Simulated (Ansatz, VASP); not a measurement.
# BaZrO3 in two plane-wave programs

Aim: how closely do two programs agree when they are given the same cell, functional and k mesh? The cell is taken from a series of runs on this material, whose earlier steps may have relaxed or scaled it; both programs get it as it stands.

Calculated with Ansatz 0.2.0; plane waves, with VASP 6.6.1 beside it; zone-centre phonons at LDA.

## (1) The structure

The structure is cubic, space group Pm-3m (No. 221). The conventional cell has a = 4.159 Å, b = 4.159 Å, c = 4.159 Å, α = 90.00°, β = 90.00°, γ = 90.00°. Nearest to Ba lie 12 O at 2.94 Å. Nearest to Zr lie 6 O at 2.08 Å. Nearest to O lie 2 Zr at 2.08 Å and 4 Ba at 2.94 Å. Farther neighbours and most contacts between anions are not listed.

## (2) Ansatz: zone-centre phonons, LDA

Ansatz runs on its default PAW (the set named soft_2) files.

Second derivatives magnify differences that forces hide, and they need a tight electronic threshold.

Input file input.yaml:

```yaml
crystal:
  lattice:
    - [4.1594782607, 0.0, 0.0]
    - [0.0, 4.1594782607, 0.0]
    - [0.0, 0.0, 4.1594782607]
  atoms:
    - { symbol: Ba, position: [0.0, 0.0, 0.0] }
    - { symbol: Zr, position: [0.5, 0.5, 0.5] }
    - { symbol: O, position: [0.5, 0.5, 0.0] }
    - { symbol: O, position: [0.5, 0.0, 0.5] }
    - { symbol: O, position: [0.0, 0.5, 0.5] }
hamiltonian:
  xc: lda
  pseudopotentials: { kind: paw }
kpoints:
  mp_grid: { grid: [5, 5, 5] }
scf:
  occupations: { method: fixed }
phonons:
  method: dfpt
  qpoints: [[0, 0, 0]]
  dielectric: true
  rigid_motions: translations
```

Command:

```sh
$ ansatz run input.yaml --threads 4 --pin off --max-ram 9216MiB --backend cpu --events-out ev --progress --plain --runs-dir out
```

Numbers of over 12 decimals in the logs are rounded to 6 here.

What it wrote:

```text
Engine: ansatz 0.2.0, aarch64-unknown-linux-gnu
Pseudopotentials: kind: paw
Pseudopotential: Ba, paw, valence charge 10, recommended cutoff 420 eV (normal), Ba.paw.azcp
Pseudopotential: Zr, paw, valence charge 12, recommended cutoff 420 eV (normal), Zr.paw.azcp
Pseudopotential: O, paw, valence charge 6, recommended cutoff 420 eV (normal), O.paw.azcp
Functional definition: SPW92
  exchange = slater_x
  correlation = pw_c
Crystal: 5 atoms, lattice volume = 71.964 Å³
Basis set: ecut = 420 eV, 1365 PW (Γ), exchange–correlation on 60×60×60 points (8 copies of the dense FFT grid, shifted against one another)
Bands: 25, of which v1, the nominal top of the filled ones, is band 20 counted from 1 (19 counted from 0)
Symmetry: 48 space group operations
k-points: 39 of 125 (irreducible under 2 space group operations, time reversal used)
Non-local potential: Ba, projectors of the file, l = 0: 3, l = 1: 2, l = 2: 2, l = 3: 2
Non-local potential: Zr, projectors of the file, l = 0: 3, l = 1: 2, l = 2: 2, l = 3: 2
Non-local potential: O, projectors of the file, l = 0: 2, l = 1: 2, l = 2: 1
PAW form: soft (Blöchl's): semilocal exchange-correlation on the pseudo side does not see the compensation charge
PAW frozen core: Ba, regenerated for the run's functional, and the local potential with it (the file was generated under x = pbe(κ = 0.804, μ = 0.219515), c = pbe(β = 0.066725))
PAW frozen core: Zr, regenerated for the run's functional, and the local potential with it (the file was generated under x = pbe(κ = 0.804, μ = 0.219515), c = pbe(β = 0.066725))
PAW frozen core: O, regenerated for the run's functional, and the local potential with it (the file was generated under x = pbe(κ = 0.804, μ = 0.219515), c = pbe(β = 0.066725))
PAW one-centre angular grid: Ba, 194 points (default); XC on 64 Gauss nodes
PAW one-centre angular grid: Zr, 590 points (default); XC on 64 Gauss nodes
PAW one-centre angular grid: O, 110 points (default); XC on 64 Gauss nodes
Initial density: superposition of atomic densities (neutral atoms: chi_scale 0, normalization atom), corrected by the library's trained network
Initial wavefunctions: pseudopotential atomic-orbital guess
Functional: x = slater, c = lda
SCF iter   1: F=—  HF=-11532.431037 eV  |F-HF|=—  |Δ(HF+E_count)|=         —  Δρ=1.66e-2  dr2=1.84e-1  ethr=1.77e-3  ⟨swp⟩=4.6  Hψ=4204  notcnv=0  defer=92
preconditioner: auto → Resta (q_TF=auto, 2.474 Å⁻¹)  ε∞=3.8  [insulator: Δε(μ)=3.031 eV  Ē_g=16.004 eV  n_scr=18 (ndim 8)  ℏωp=27.0 eV  f_vac=0.000  ε∞_Penn≈3.8]
SCF iter   2: F=—  HF=-11532.390431 eV  |F-HF|=—  |Δ(HF+E_count)|=   4.06e-2  Δρ=6.07e-3  dr2=1.29e-2  ethr=4.60e-4  ⟨swp⟩=2.1  Hψ=1768  notcnv=0  defer=94
SCF iter   3: F=—  HF=-11532.387101 eV  |F-HF|=—  |Δ(HF+E_count)|=   3.33e-3  Δρ=2.07e-3  dr2=1.55e-3  ethr=3.23e-5  ⟨swp⟩=2.2  Hψ=1611  notcnv=0  defer=114
SCF iter   4: F=—  HF=-11532.386682 eV  |F-HF|=—  |Δ(HF+E_count)|=   4.19e-4  Δρ=2.07e-4  dr2=1.93e-5  ethr=3.88e-6  ⟨swp⟩=2.1  Hψ=1565  notcnv=0  defer=107
SCF iter   5: F=—  HF=-11532.386680 eV  |F-HF|=—  |Δ(HF+E_count)|=   2.53e-6  Δρ=2.47e-5  dr2=4.18e-7  ethr=4.83e-8  ⟨swp⟩=1.6  Hψ=1128  notcnv=0  defer=57
SCF iter   6: F=—  HF=-11532.386681 eV  |F-HF|=—  |Δ(HF+E_count)|=   1.78e-6  Δρ=4.76e-6  dr2=1.56e-8  ethr=1.04e-9  ⟨swp⟩=2.1  Hψ=1651  notcnv=0  defer=43
SCF iter   7: F=—  HF=-11532.386681 eV  |F-HF|=—  |Δ(HF+E_count)|=   6.41e-9  Δρ=9.21e-7  dr2=5.33e-10  ethr=3.90e-11  ⟨swp⟩=2.3  Hψ=1677  notcnv=0  defer=43
SCF iter   8: F=-11532.386681 eV  HF=-11532.386681 eV  |F-HF|=3.64e-12  |Δ(HF+E_count)|=  1.11e-10  Δρ=1.36e-7  dr2=9.53e-12  ethr=1.00e-12  ⟨swp⟩=12.5  Hψ=7490  notcnv=0
SCF 1 converged in 8 iterations: F = -11532.386681 eV  dr2 = 9.53e-12
  greatest PAW one-centre occupation: 0.997 electrons in one spin orbital (limit 2), on the Zr atom at site 1 (counted from 0), in its partial waves of l = 0
NSCF: frozen V_eff on 7 k-points
DFPT response loops at Γ: preconditioner auto → none (the input reference at scf.mixing.eps_inf says where Resta's filter doesn't serve); β = 0.50; Broyden in place of MSR1
── the response to a field inside a basis, on 6×6×6 k-points: an SCF that follows is theirs, and a resumed run solves both again ──
Bands: 21, of which v1, the nominal top of the filled ones, is band 20 counted from 1 (19 counted from 0)
k-points: 10 of 216
Initial density: handed on by an earlier stage of this run
Initial wavefunctions: pseudopotential atomic-orbital guess (no wavefunctions were taken with the density)
Eigensolver: Dense (10 Hₖ)
SCF iter   1: F=—  HF=-11532.385536 eV  |F-HF|=—  |Δ(HF+E_count)|=         —  Δρ=4.88e-4  dr2=3.37e-5  ethr=1.00e-1
preconditioner: auto → Resta (q_TF=auto, 2.474 Å⁻¹)  ε∞=4.2  [insulator: Δε(μ)=3.577 eV  Ē_g=14.987 eV  n_scr=18 (ndim 8)  ℏωp=27.0 eV  f_vac=0.000  ε∞_Penn≈4.2]
SCF iter   2: F=—  HF=-11532.385523 eV  |F-HF|=—  |Δ(HF+E_count)|=   1.28e-5  Δρ=2.14e-4  dr2=1.27e-5  ethr=8.43e-8
SCF iter   3: F=—  HF=-11532.385520 eV  |F-HF|=—  |Δ(HF+E_count)|=   3.16e-6  Δρ=9.69e-5  dr2=1.36e-6  ethr=3.17e-8
SCF iter   4: F=-11532.385519 eV  HF=-11532.385519 eV  |F-HF|=9.17e-9  |Δ(HF+E_count)|=   5.15e-7  Δρ=5.16e-6  dr2=1.81e-8  ethr=3.41e-9
SCF 1 converged in 4 iterations: F = -11532.385519 eV  dr2 = 1.81e-8
DFPT response loops at Γ: mixed as the last ones told, above
SCF converged after 8 iterations
Free energy (F): -11532.386681 eV
Harris-Foulkes:  -11532.386681 eV  (|F-HF|=3.64e-12)
Internal energy: -11532.386681 eV  (E = F + TS)
E sigma→0 (E₀):  -11532.386681 eV
Fermi energy:    9.638105 eV
--- Per-component energies (eV) ---
  E_band       = -89.515181
  E_kinetic    = 1031.937400
  E_local      = -1919.314880  (includes V_loc(G=0)·N_el)
  E_nonlocal   = 289.072561
  E_hartree    = 675.887679
  E_xc         = -549.727501
  E_vxc        = -612.441640  (∫ρ·V_xc dr)
  E_paw        = -8346.781866  (= ΣΔE_a)
  E_vpaw       = -230.551599  (= ΣTr[D̂ρ^β])
  E_aug_tail   = 0.007655  (compensation charges beyond the density's cutoff)
  E_ewald      = -2714.411410
  E_core_change = 0.943681  (= ΣΔE_core)
  E_smearing   = -0.000000  (= −TS)
  E_closure    = 0.000000  (closes the sum)
  Σ components = -11532.386681   (vs F -11532.386681, Δ=0.00e0)
--- Band table (eV; the first three rows and the last of 39) ---
  k-point 0: bands = [... 16 lower, 8.6992, 9.5873, 9.5873, 9.5873, 12.9284, 12.9284, 12.9284, 14.4049, ... 1 higher]
  k-point 1: bands = [... 16 lower, 8.4309, 8.7135, 9.4760, 9.4760, 13.0484, 13.7989, 13.7989, 15.0129, ... 1 higher]
  k-point 2: bands = [... 16 lower, 8.0178, 8.0638, 9.3752, 9.3752, 13.2727, 15.2726, 15.2726, 16.0655, ... 1 higher]
  k-point 38: bands = [... 16 lower, 7.9215, 8.9879, 9.1111, 9.5911, 15.5580, 15.5592, 16.0634, 16.7715, ... 1 higher]
--- Phonons (Γ-DFPT): 4 representative perturbations + reference, on 39 of 125 k-points (Σ response iterations 14) ---
  k mesh reduced under 2 symmetry operations, with k and −k counted as one. Each operation leaves every solved perturbation unchanged. A smaller set is not considered because the run solves the response to a homogeneous field
  ASR residual: 3.412e-5 → 0.000e0 eV/Å²; symmetrization residual: 2.181e-6 eV/Å²
  ASR residual per site (eV/Å²): 2.09e-5 8.78e-6 3.41e-5 3.41e-5 3.41e-5
  Γ frequencies (cm⁻¹): 0.00 0.00 0.00 85.72 85.72 85.72 167.28 167.28 167.28 190.31 190.31 190.31 515.09 515.09 515.09
  ε∞ (high-frequency dielectric tensor):
        4.910547     0.000000     0.000000
        0.000000     4.910547     0.000000
        0.000000     0.000000     4.910547
  ε⁰ (static dielectric tensor: ions relaxed, cell fixed):
       79.925166     0.000000    -0.000000
        0.000000    79.925166     0.000000
       -0.000000     0.000000    79.925166
  ε⁰ − ε∞ (ionic part):
       75.014619     0.000000    -0.000000
        0.000000    75.014619     0.000000
       -0.000000     0.000000    75.014619
  softest optical mode at Γ: 85.72 cm⁻¹; the repairs (sum rule, projections) moved no ω² at Γ by more than (1.07 cm⁻¹)²
  Born effective charges Z* (e; rows j = field, columns β = displacement):
    site 0:
         2.74236   -0.00000   -0.00000
         0.00000    2.74236    0.00000
         0.00000    0.00000    2.74236
    site 1:
         6.09012   -0.00000    0.00000
         0.00000    6.09012    0.00000
         0.00000    0.00000    6.09012
    site 2:
        -2.02620    0.00000   -0.00000
        -0.00000   -2.02620    0.00000
         0.00000    0.00000   -4.78009
    site 3:
        -2.02620   -0.00000    0.00000
        -0.00000   -4.78009   -0.00000
        -0.00000   -0.00000   -2.02620
    site 4:
        -4.78009    0.00000    0.00000
         0.00000   -2.02620    0.00000
         0.00000    0.00000   -2.02620
  Z* charge neutrality: 1.027e-2 e pre-enforcement
  solved inside a basis spanned on kpoints, on 6×6×6 k-points, its susceptibility summed on 10×10×10: ε∞ is read to err by 1.7e-2, Z* by 3.3e-2 e (field_mesh: kpoints solves on kpoints); Z* is corrected for what the basis lacks
  optical modes at Γ without the LO–TO term, one row a degenerate level:
      ω (cm⁻¹)  modes    IR ((D/Å)²/amu)
[...]
optical modes at Γ + LO–TO along q̂ = [1.0000, 0.0000, 0.0000]:
      ω (cm⁻¹)  modes    IR ((D/Å)²/amu)
[...]
optical modes at Γ + LO–TO along q̂ = [0.0000, 1.0000, 0.0000]:
      ω (cm⁻¹)  modes    IR ((D/Å)²/amu)
[...]
703.18      1            48.9447
  optical modes at Γ + LO–TO along q̂ = [0.0000, 0.0000, 1.0000]:
      ω (cm⁻¹)  modes    IR ((D/Å)²/amu)
         85.72      2            27.8185
        133.06      1             0.1453
        167.28      3             0.0000
        190.31      2            40.4056
        362.32      1             6.3429
        515.09      2            42.6416
        703.18      1            48.9447
--- Phonons (arbitrary-q DFPT): 1 explicit q-point ---
  q = [0, 0, 0] (of the zone-centre solve; hermiticity 3.24e-7, symmetrization 9.85e-8): -0.00 -0.00 0.00 85.72 85.72 85.72 167.28 167.28 167.28 190.31 190.31 190.31 515.09 515.09 515.09
  sum rule: each row above includes the acoustic sum rule's correction from the zone centre's row sums; it moved no ω² by more than (0.76 cm⁻¹)²
```

[end of part 1 of 3]

[Lines on the potential files, build, host, timing and source positions are cut from VASP's logs without a mark.]

[Logs are printed without paths, hosts, clocks, repeated set-up lines and the standing remarks that a program may print on its own settings, such as how far it seeks lower states.]

[Hosts, paths, dates, database ids (printed as entryN), source tags and the programs' standing remarks are cut or masked in the printed files.]
